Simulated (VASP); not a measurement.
# CdBr (Fm-3m) in VASP: further runs, part 2 of 2

VASP 6.6.1. Earlier steps stand in the parts before.

## (4) Relaxation of cell and atoms, LDA, spin-orbit coupling, no magnetisation

File INCAR:

```
SYSTEM = CdBr
  PREC = Accurate
  ENCUT = 600
  EDIFF = 1E-6
  ISMEAR = -1
  SIGMA = 0.05
  LREAL = .False.
  LASPH = .True.
  NELM = 60
  ALGO = Normal
  ISIF = 3
  LWAVE = .False.
  LCHARG = .False.
  MAGMOM = 0 0 0 0 0 0
  LORBIT = 11
  LSORBIT = .True.
  GGA_COMPAT = .False.
  IBRION = 2
  NSW = 60
  EDIFFG = -0.01
```

File KPOINTS:

```
regular mesh
0
Gamma
  6 6 6
  0 0 0
```

File POSCAR:

```
CdBr
1.0
    0.0000000000      3.0723910300      3.0723910300
    3.0723910300      0.0000000000      3.0723910300
    3.0723910300      3.0723910300      0.0000000000
Cd Br
1 1
Direct
    0.0000000000      0.0000000000      0.0000000000
    0.5000000000      0.5000000000      0.5000000000
```

Potentials or basis: VASP PAW LDA potentials, release 64 (Cd, Br).

Started as:

```bash
$ cat potpaw_LDA.64/Cd/POTCAR potpaw_LDA.64/Br/POTCAR > POTCAR
$ mpirun -np 1 vasp_ncl > vasp.out
```

OUTCAR:

```text
SYSTEM = CdBr
   PREC = Accurate
   ENCUT = 600
   EDIFF = 1E-6
   ISMEAR = -1
   LREAL = .False.
   LASPH = .True.
   NELM = 60
   ISIF = 3
   LORBIT = 11
   LSORBIT = .True.
   IBRION = 2
   NSW = 60
   EDIFFG = -0.01

 ion  position               nearest neighbor table
   1  0.000  0.000  0.000-   2 3.07   2 3.07   2 3.07   2 3.07   2 3.07   2 3.07
   2  0.500  0.500  0.500-   1 3.07   1 3.07   1 3.07   1 3.07   1 3.07   1 3.07

  LATTYP: Found a face centered cubic cell.
 ALAT       =     6.1447820600

  Lattice vectors:

 A1 = (   0.0000000000,   3.0723910300,   3.0723910300)
 A2 = (   3.0723910300,   0.0000000000,   3.0723910300)
 A3 = (   3.0723910300,   3.0723910300,   0.0000000000)

Analysis of symmetry for initial positions (statically):
=====================================================================
 Subroutine PRICEL returns:
 Original cell was already a primitive cell.

 Routine SETGRP: Setting up the symmetry group for a
 face centered cubic supercell.

 Subroutine GETGRP returns: Found 48 space group operations
 (whereof 48 operations were pure point group operations)
 out of a pool of 48 trial point group operations.

The static configuration has the point symmetry O_h .

Analysis of symmetry for dynamics (positions and initial velocities):
=====================================================================
 Subroutine PRICEL returns:
 Original cell was already a primitive cell.

 Routine SETGRP: Setting up the symmetry group for a
 face centered cubic supercell.

 Subroutine GETGRP returns: Found 48 space group operations
 (whereof 48 operations were pure point group operations)
 out of a pool of 48 trial point group operations.

The dynamic configuration has the point symmetry O_h .

Analysis of structural, dynamic, and magnetic symmetry:
=====================================================================
 Subroutine PRICEL returns:
 Original cell was already a primitive cell.

 Routine SETGRP: Setting up the symmetry group for a
 face centered cubic supercell.

 Subroutine GETGRP returns: Found 48 space group operations
 (whereof 48 operations were pure point group operations)
 out of a pool of 48 trial point group operations.

The overall configuration has the point symmetry O_h .

 Subroutine INISYM returns: Found 48 space group operations
 (whereof 48 operations are pure point group operations),
 and found     1 'primitive' translations

----------------------------------------------------------------------------------------

                                     Primitive cell

  volume of cell :      58.0042

  direct lattice vectors                    reciprocal lattice vectors
     0.000000000  3.072391030  3.072391030    -0.162739702  0.162739702  0.162739702
     3.072391030  0.000000000  3.072391030     0.162739702 -0.162739702  0.162739702
     3.072391030  3.072391030  0.000000000     0.162739702  0.162739702 -0.162739702

  length of vectors
     4.345017064  4.345017064  4.345017064     0.281873432  0.281873432  0.281873432

  position of ions in fractional coordinates (direct lattice)
     0.000000000  0.000000000  0.000000000
     0.500000000  0.500000000  0.500000000

  ion indices of the primitive-cell ions
[... 108 lines left out ...]

 number of electron      18.9999999 magnetization      -0.0000000     -0.0000000      0.0000000

 Free energy of the ion-electron system (eV)
  ---------------------------------------------------
  ext. energy  EPLUGINS =         0.00000000
  ---------------------------------------------------
  free energy    TOTEN  =        -4.13256981 eV

  energy without entropy =       -4.11540143  energy(sigma->0) =       -4.12398562

------------------------ aborting loop because EDIFF is reached ----------------------------------------

  FORCE on cell =-STRESS in cart. coord.  units (eV):
  Direction    XX          YY          ZZ          XY          YZ          ZX
  --------------------------------------------------------------------------------------
  -------------------------------------------------------------------------------------
  Total       -0.9767395     -0.9767395     -0.9767395      0.0000000      0.0000000     -0.0000000
  in kB      -26.9792501    -26.9792501    -26.9792501      0.0000000      0.0000000     -0.0000000
  external PRESSURE =     -26.9792501 kB  Pullay stress =       0.0000000 kB
[... 103 lines left out ...]
 number of electron      19.0000001 magnetization      -0.0000000      0.0000000     -0.0000000

 number of electron      19.0000001 magnetization       0.0000000     -0.0000000      0.0000000

 Free energy of the ion-electron system (eV)
  ---------------------------------------------------
  ext. energy  EPLUGINS =         0.00000000
  ---------------------------------------------------
  free energy    TOTEN  =        -4.17587285 eV

  energy without entropy =       -4.15669625  energy(sigma->0) =       -4.16628455

 E-fermi :   2.8406     XC(G=0):  -9.7939

 val. band max:        2.7995477715   @ k =  -0.3333   0.3333   0.0000
 cond. band min:       2.8615673338   @ k =   0.5000   0.3333   0.1667
 fundamental gap:      0.0620195624
 Fermi energy:         2.8406110616

 k-point     1 :       0.0000    0.0000    0.0000
  band No.  band energies     occupation
      1     -13.8116      1.00000
      2     -13.8116      1.00000
      3      -6.3672      1.00000
      4      -6.3672      1.00000
      5      -6.3672      1.00000
      6      -6.3672      1.00000
[... 482 lines left out ...]
  FREE ENERGIE OF THE ION-ELECTRON SYSTEM (eV)
  ---------------------------------------------------
  free  energy   TOTEN  =        -4.1758728468 eV

  energy  without entropy=       -4.1566962508  energy(sigma->0) =       -4.16628455

 reached required accuracy - stopping structural energy minimisation

 Spin-Orbit-Coupling matrix elements

 Ion:    1  E_soc:     -0.0517906
 l=   1
     0.0000000    -0.0013868    -0.0013868
    -0.0013868     0.0000000    -0.0013868
    -0.0013868    -0.0013868     0.0000000
 l=   2
     0.0000000    -0.0014460     0.0000000    -0.0014460    -0.0057990
    -0.0014460     0.0000000    -0.0043493    -0.0014460    -0.0014498
     0.0000000    -0.0043493     0.0000000    -0.0043493     0.0000000
    -0.0014460    -0.0014460    -0.0043493     0.0000000    -0.0014498
    -0.0057990    -0.0014498     0.0000000    -0.0014498     0.0000000
 l=   3
     0.0000000     0.0000000     0.0000000     0.0000000     0.0000000     0.0000000     0.0000000
     0.0000000     0.0000000     0.0000000     0.0000000     0.0000000     0.0000000     0.0000000
     0.0000000     0.0000000     0.0000000     0.0000000     0.0000000     0.0000000     0.0000000
     0.0000000     0.0000000     0.0000000     0.0000000     0.0000000     0.0000000     0.0000000
     0.0000000     0.0000000     0.0000000     0.0000000     0.0000000     0.0000000     0.0000000
     0.0000000     0.0000000     0.0000000     0.0000000     0.0000000     0.0000000     0.0000000
     0.0000000     0.0000000     0.0000000     0.0000000     0.0000000     0.0000000     0.0000000

 Ion:    2  E_soc:     -0.0616081
 l=   1
     0.0000000    -0.0102661    -0.0102661
    -0.0102661     0.0000000    -0.0102661
    -0.0102661    -0.0102661     0.0000000
 l=   2
     0.0000000    -0.0000001     0.0000000    -0.0000001    -0.0000018
    -0.0000001     0.0000000    -0.0000014    -0.0000001    -0.0000005
     0.0000000    -0.0000014     0.0000000    -0.0000014     0.0000000
    -0.0000001    -0.0000001    -0.0000014     0.0000000    -0.0000005
    -0.0000018    -0.0000005     0.0000000    -0.0000005     0.0000000
 l=   3
     0.0000000     0.0000000     0.0000000     0.0000000     0.0000000     0.0000000     0.0000000
     0.0000000     0.0000000     0.0000000     0.0000000     0.0000000     0.0000000     0.0000000
     0.0000000     0.0000000     0.0000000     0.0000000     0.0000000     0.0000000     0.0000000
     0.0000000     0.0000000     0.0000000     0.0000000     0.0000000     0.0000000     0.0000000
     0.0000000     0.0000000     0.0000000     0.0000000     0.0000000     0.0000000     0.0000000
     0.0000000     0.0000000     0.0000000     0.0000000     0.0000000     0.0000000     0.0000000
     0.0000000     0.0000000     0.0000000     0.0000000     0.0000000     0.0000000     0.0000000

 total charge

# of ion       s       p       d       tot
------------------------------------------
    1        0.579   0.142   9.536  10.257
    2        1.639   3.147   0.026   4.812
--------------------------------------------------
tot          2.218   3.289   9.562  15.069

 magnetization (x)

# of ion       s       p       d       tot
------------------------------------------
    1       -0.000  -0.000  -0.000  -0.000
    2        0.000   0.000   0.000   0.000
--------------------------------------------------
tot         -0.000   0.000  -0.000  -0.000

 magnetization (y)

# of ion       s       p       d       tot
------------------------------------------
    1       -0.000   0.000  -0.000  -0.000
    2       -0.000  -0.000   0.000  -0.000
--------------------------------------------------
tot         -0.000  -0.000  -0.000  -0.000

 magnetization (z)

# of ion       s       p       d       tot
------------------------------------------
    1       -0.000  -0.000  -0.000  -0.000
    2       -0.000  -0.000   0.000  -0.000
--------------------------------------------------
tot         -0.000  -0.000  -0.000  -0.000
```

OSZICAR:

```text
N       E                     dE             d eps       ncg     rms          rms(c)
DAV:   1     0.147221129666E+03    0.14722E+03   -0.98845E+03   832   0.147E+03
[... 32 lines left out ...]
       N       E                     dE             d eps       ncg     rms          rms(c)
DAV:   1    -0.417661910004E+01   -0.73962E-03   -0.15740E-02   890   0.162E+00    0.200E-01
DAV:   2    -0.417594556887E+01    0.67353E-03   -0.18341E-03   872   0.624E-01    0.604E-02
DAV:   3    -0.417587985787E+01    0.65711E-04   -0.22012E-04   846   0.155E-01    0.507E-02
DAV:   4    -0.417587405111E+01    0.58068E-05   -0.74225E-06   852   0.295E-02    0.229E-02
DAV:   5    -0.417587289648E+01    0.11546E-05   -0.77635E-07   440   0.109E-02    0.119E-02
DAV:   6    -0.417587284679E+01    0.49685E-07   -0.37514E-07   416   0.625E-03
   4 F= -.41758728E+01 E0= -.41662845E+01  d E =-.433030E-01  mag=    -0.0000     0.0000    -0.0000
```

It took 89 s on 1 thread of AMD EPYC 9R45 (Zen 5), shared host; peak memory 0.3 GiB.

Results:

```yaml
Free_energy: -4.1759 eV
Relaxed_volume: 26.60 Å³/atom
Relaxed_cell: a = 4.221 Å, b = 4.221 Å, c = 4.221 Å, α = 60.00°, β = 60.00°, γ = 60.00°
Space_group_after_relaxing_to_0.05_Å: Fm-3m (No. 225)
Energy_gained_by_relaxing: 21.7 meV/atom
Ionic_steps: 4
Pressure_after_relaxing: 0.1 GPa
Valence_electrons_inside_the_program's_atomic_spheres: Cd 10.26; Br 4.81
```

The path:
| step | energy change (eV) | largest force (eV/Å) | pressure (GPa) | volume (Å³) |
| --- | --- | --- | --- | --- |
| 1 | 0.0000 | 0.0000 | -2.70 | 58.00 |
| 2 | -0.0421 | 0.0000 | -0.51 | 54.00 |
| 3 | -0.0433 | 0.0000 | -0.07 | 53.30 |
| 4 | -0.0433 | 0.0000 | 0.06 | 53.20 |

Final structure:
```cif
data_structure
_symmetry_space_group_name_H-M 'P 1'
_symmetry_Int_Tables_number 1
_cell_length_a 4.2215
_cell_length_b 4.2215
_cell_length_c 4.2215
_cell_angle_alpha 60.000
_cell_angle_beta 60.000
_cell_angle_gamma 60.000
_cell_volume 53.20
loop_
_atom_site_label
_atom_site_type_symbol
_atom_site_fract_x
_atom_site_fract_y
_atom_site_fract_z
_atom_site_occupancy
Cd1 Cd 0.00000 0.00000 0.00000 1
Br1 Br 0.50000 0.50000 0.50000 1
```

## (5) Relaxation of cell and atoms, revPBE

File INCAR:

```
SYSTEM = CdBr
PREC = Accurate ; ENCUT = 600
EDIFF = 1E-6 ; ISMEAR = -1
SIGMA = 0.05 ; LREAL = .False.
LASPH = .True. ; NELM = 80
ALGO = Normal ; ISIF = 3
LWAVE = .False. ; LCHARG = .False.
GGA = RE ; IBRION = 2
NSW = 40 ; EDIFFG = -0.005
```

File KPOINTS:

```
Automatic mesh
0
Gamma
  8 8 8
  0 0 0
```

POSCAR is that of step 4.

Potentials or basis: VASP PAW PBE potentials, release 64 (Cd, Br).

Started as:

```bash
$ cat potpaw_PBE.64/Cd/POTCAR potpaw_PBE.64/Br/POTCAR > POTCAR
$ mpirun -np 1 vasp_std > vasp.out
```

It took 80 s on 1 thread of AMD EPYC 7R13 (Zen 3), shared host; peak memory 0.2 GiB.

The run converged. Its results:

```yaml
Free_energy: -2.5355 eV
Relaxed_volume: 31.99 Å³/atom
Relaxed_cell: a = 4.490 Å, b = 4.490 Å, c = 4.490 Å, α = 60.00°, β = 60.00°, γ = 60.00°
Space_group_after_relaxing_to_0.05_Å: Fm-3m (No. 225)
Energy_gained_by_relaxing: 21.9 meV/atom
Ionic_steps: 4
Pressure_after_relaxing: 0.0 GPa
Band_gap_on_the_k_mesh: none (metal or under the smearing width)
```

The path:
```tsv
step	energy change (eV)	largest force (eV/Å)	pressure (GPa)	volume (Å³)
1	0.0000	0.0000	2.61	58.00
2	-0.0399	0.0000	0.66	62.06
3	-0.0438	0.0000	-0.04	64.11
4	-0.0439	0.0000	0.01	63.99
```

Final structure:
```xyz
2
Lattice="0.0000 3.1746 3.1746 3.1746 0.0000 3.1746 3.1746 3.1746 0.0000" Properties=species:S:1:pos:R:3 pbc="T T T"
Cd    0.0000    0.0000    0.0000
Br    3.1746    3.1746    3.1746
```

Levels at points of the mesh, in eV from the Fermi level:
| k point | band 7 | band 8 | band 9 | band 10 | band 11 | band 12 | band 13 |
| --- | --- | --- | --- | --- | --- | --- | --- |
| (0.00, 0.00, 0.00) | -3.22 | -3.22 | -3.22 | -2.37 | 7.08 | 7.09 | 7.20 |
| (0.50, 0.00, 0.00) | -5.37 | -3.00 | -3.00 | 1.62 | 1.72 | 4.13 | 4.13 |
| (0.50, 0.50, 0.00) | -4.72 | -3.80 | -3.80 | -1.53 | 4.78 | 5.31 | 6.56 |

Caveat: the PAW data sets were made with another functional, which shifts forces and pressure a little; an odd number of electrons without spin polarisation forces a metal; a magnetic or distorted state may lie lower.

## (6) Relaxation of cell and atoms, revPBE+D2

INCAR, as its differences from that of step 5:

```diff
@@ -7,3 +7,4 @@
 LWAVE = .False. ; LCHARG = .False.
-GGA = RE ; IBRION = 2
-NSW = 40 ; EDIFFG = -0.005
+GGA = RE ; IVDW = 1
+IBRION = 2 ; NSW = 40
+EDIFFG = -0.005
```

KPOINTS is that of step 5.

POSCAR is that of step 5.

Potentials or basis: VASP PAW PBE potentials, release 64 (Cd, Br).

Started as:

```bash
$ cat potpaw_PBE.64/Cd/POTCAR potpaw_PBE.64/Br/POTCAR > POTCAR
$ mpirun -np 1 vasp_std > vasp.out
```

Run time: 91 s. Hardware: 1 thread of AMD EPYC 7R13 (Zen 3), shared host; peak memory 0.2 GiB.

The run converged. Its results:

```
Free energy                            : -3.3924 eV
Relaxed volume                         : 30.46 Å³/atom
Relaxed cell                           : a = 4.416 Å, b = 4.416 Å, c = 4.416 Å, α = 60.00°, β = 60.00°, γ = 60.00°
Space group after relaxing (to 0.05 Å) : Fm-3m (No. 225)
Energy gained by relaxing              : 3.6 meV/atom
Ionic steps                            : 4
Pressure after relaxing                : 0.0 GPa
Band gap on the k mesh                 : none (metal or under the smearing width)
Dispersion energy per atom             : -0.434 eV
```

Step by step:
| step | energy change (eV) | largest force (eV/Å) | pressure (GPa) | volume (Å³) |
| --- | --- | --- | --- | --- |
| 1 | 0.0000 | 0.0000 | 0.86 | 58.00 |
| 2 | -0.0052 | 0.0000 | 0.43 | 59.32 |
| 3 | -0.0072 | 0.0000 | 0.05 | 60.70 |
| 4 | -0.0073 | 0.0000 | 0.01 | 60.91 |

Final structure:
```
Cd Br
1.0
     0.00000    3.12292    3.12292
     3.12292    0.00000    3.12292
     3.12292    3.12292    0.00000
Cd Br
1 1
Direct
  0.00000 0.00000 0.00000
  0.50000 0.50000 0.50000
```

Levels at points of the mesh, in eV from the Fermi level:
| k point | band 6 | band 7 | band 8 | band 9 | band 10 | band 11 | band 12 | band 13 |
| --- | --- | --- | --- | --- | --- | --- | --- | --- |
| (0.00, 0.00, 0.00) | -8.54 | -3.43 | -3.43 | -3.43 | -2.48 | 7.10 | 7.10 | 7.10 |
| (0.50, 0.00, 0.00) | -8.47 | -5.71 | -3.17 | -3.17 | 1.56 | 1.77 | 4.02 | 4.02 |
| (0.50, 0.50, 0.00) | -8.40 | -5.06 | -4.06 | -4.06 | -1.64 | 4.60 | 5.41 | 6.70 |

Caveat: atom-pairwise D2, TS and ULG terms overbind metals; the PAW data sets were made with another functional, which shifts forces and pressure a little; an odd number of electrons without spin polarisation forces a metal; a magnetic or distorted state may lie lower; pairwise dispersion overbinds metals, which lowers pressure and volume.

## (7) The runs side by side

| task | level | potentials or basis | spin | cell | k mesh | cutoff (eV) | share of exact exchange | grid for exact exchange (PRECFOCK) | mesh quality | gap on the mesh (eV) | pressure (GPa) | relaxed volume (Å³/atom) |
| --- | --- | --- | --- | --- | --- | --- | --- | --- | --- | --- | --- | --- |
| single point | HSE(alpha, omega) | VASP PAW PBE potentials, release 64 (Cd, Br) | off | as given | 4 × 4 × 4 | 520 | 0.5 | Fast | coarse | none | 0.7 | - |
| relaxation of cell and atoms | LDA | VASP PAW LDA potentials, release 64 (Cd, Br) | off | relaxed | 6 × 6 × 6 | 600 | - | - | not flagged | none | 0.0 | 26.65 |
| relaxation of cell and atoms | LDA | VASP PAW LDA potentials, release 64 (Cd, Br) | SOC, no magnetisation | relaxed | 6 × 6 × 6 | 600 | - | - | not flagged | - | 0.1 | 26.60 |
| relaxation of cell and atoms | revPBE | VASP PAW PBE potentials, release 64 (Cd, Br) | off | relaxed | 8 × 8 × 8 | 600 | - | - | not flagged | none | 0.0 | 31.99 |
| relaxation of cell and atoms | revPBE+D2 | VASP PAW PBE potentials, release 64 (Cd, Br) | off | relaxed | 8 × 8 × 8 | 600 | - | - | not flagged | none | 0.0 | 30.46 |

Alike in all rows: smearing fermi-dirac 0.05 eV.

Caveats: some runs use coarse meshes; an odd number of electrons without spin polarisation forces a metal (some runs); a magnetic or distorted state may lie lower (some runs); the PAW data sets were made with another functional, which shifts forces and pressure a little (some runs); atom-pairwise D2, TS and ULG terms overbind metals (some runs); pairwise dispersion overbinds metals, which lowers pressure and volume (some runs).

Absolute energies hang on the potentials; compare differences alone.
